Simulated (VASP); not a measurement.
Level of theory: SCAN meta-GGA, VASP's PBE PAW potentials (set 64) (plane waves; VASP 6.6.1).

Input for VASP

### KPOINTS
```
Automatic
0
gamma
7 7 7
```

### POSCAR
```
SrTiO3
1
    3.9847408414     0.0000000000     0.0000000000
    0.0000000000     3.9847408414     0.0000000000
    0.0000000000     0.0000000000     3.9847408414
Sr Ti O
1 1 3
Direct
  0.0000000000   0.0000000000   0.0000000000
  0.5000000000   0.5000000000   0.5000000000
  0.5000000000   0.0000000000   0.5000000000
  0.0000000000   0.5000000000   0.5000000000
  0.5000000000   0.5000000000   0.0000000000
```

### INCAR
```
SYSTEM  =  SrTiO3
PREC  =  Accurate; ENCUT  =  520; LREAL  =  F
LASPH  =  T
EDIFF  =  1E-7; NELM  =  100; ALGO  =  Normal
LMAXMIX  =  4; LMIXTAU  =  T
ISMEAR  =  0; SIGMA  =  0.05
METAGGA  =  SCAN
ISIF  =  2
LWAVE  =  F; LCHARG  =  F
```

POTCAR, in this order: Sr_sv Ti_sv O (PBE.64 set). Program: vasp_std.

The run wrote:

**OSZICAR**
```
       N       E                     dE             d eps       ncg     rms          rms(c)
DAV:   1     0.415675753906E+03    0.41568E+03   -0.22190E+04   960   0.187E+03
DAV:   2    -0.512419562099E+02   -0.46692E+03   -0.45812E+03  1200   0.507E+02
DAV:   3    -0.953336721289E+02   -0.44092E+02   -0.43710E+02  1384   0.149E+02
DAV:   4    -0.976366154783E+02   -0.23029E+01   -0.23012E+01  1456   0.297E+01
DAV:   5    -0.977217241758E+02   -0.85109E-01   -0.85097E-01  1376   0.438E+00    0.251E+01
DAV:   6    -0.732660985279E+02    0.24456E+02   -0.48875E+01  1448   0.751E+01    0.135E+01
DAV:   7    -0.739271129314E+02   -0.66101E+00   -0.51678E+00  1184   0.174E+01    0.656E+00
DAV:   8    -0.769906765393E+02   -0.30636E+01   -0.16066E+00  1352   0.119E+01    0.231E+00
DAV:   9    -0.739733707366E+02    0.30173E+01   -0.92298E-01  1360   0.877E+00    0.936E-01
DAV:  10    -0.743694077282E+02   -0.39604E+00   -0.28723E-01  1152   0.512E+00    0.565E-01
DAV:  11    -0.743765655226E+02   -0.71578E-02   -0.62330E-02  1024   0.260E+00    0.186E-01
DAV:  12    -0.743968016282E+02   -0.20236E-01   -0.29963E-02  1072   0.197E+00    0.145E-01
DAV:  13    -0.744027599757E+02   -0.59583E-02   -0.44081E-03  1048   0.824E-01    0.891E-02
DAV:  14    -0.744033093280E+02   -0.54935E-03   -0.89431E-04  1280   0.342E-01    0.309E-02
DAV:  15    -0.744026293161E+02    0.68001E-03   -0.46601E-04  1024   0.251E-01    0.233E-02
DAV:  16    -0.744033331696E+02   -0.70385E-03   -0.32198E-04   992   0.203E-01    0.110E-02
DAV:  17    -0.744033128819E+02    0.20288E-04   -0.98103E-06  1560   0.278E-02    0.110E-02
DAV:  18    -0.744033128150E+02    0.66845E-07   -0.11406E-07   840   0.236E-03
   1 F= -.74403313E+02 E0= -.74403313E+02  d E =-.809176E-14
```

File OUTCAR:
```
------------------------ aborting loop because EDIFF is reached ----------------------------------------
  FORCE on cell =-STRESS in cart. coord.  units (eV):
  Direction    XX          YY          ZZ          XY          YZ          ZX
  --------------------------------------------------------------------------------------
  Total       -3.8895448     -3.8895448     -3.8895448     -0.0000000     -0.0000000      0.0000000
  in kB      -98.4938498    -98.4938498    -98.4938498     -0.0000000     -0.0000000      0.0000000
  external PRESSURE =     -98.4938498 kB  Pullay stress =       0.0000000 kB
  volume of cell :       63.27
      direct lattice vectors                 reciprocal lattice vectors
     3.984740841  0.000000000  0.000000000     0.250957349  0.000000000  0.000000000
     0.000000000  3.984740841  0.000000000     0.000000000  0.250957349  0.000000000
     0.000000000  0.000000000  3.984740841     0.000000000  0.000000000  0.250957349
 POSITION                                       TOTAL-FORCE (eV/Angst)
 -----------------------------------------------------------------------------------
      0.00000      0.00000      0.00000         0.000000      0.000000      0.000000
      1.99237      1.99237      1.99237         0.000000      0.000000      0.000000
      1.99237      0.00000      1.99237         0.000000      0.000000      0.000000
      0.00000      1.99237      1.99237         0.000000      0.000000      0.000000
      1.99237      1.99237      0.00000         0.000000      0.000000      0.000000
 -----------------------------------------------------------------------------------
    total drift:                                0.000000      0.000000     -0.000000
  FREE ENERGIE OF THE ION-ELECTRON SYSTEM (eV)
  ---------------------------------------------------
  free  energy   TOTEN  =       -74.4033128150 eV

  energy  without entropy=      -74.4033128150  energy(sigma->0) =      -74.40331282
```
(Selected blocks of OUTCAR.)

The compound is SrTiO3 in the cubic perovskite structure, the ideal cubic form; the compound distorts at low or room temperature. This cell is one point of a volume scan, at 1.06 of the reference volume.
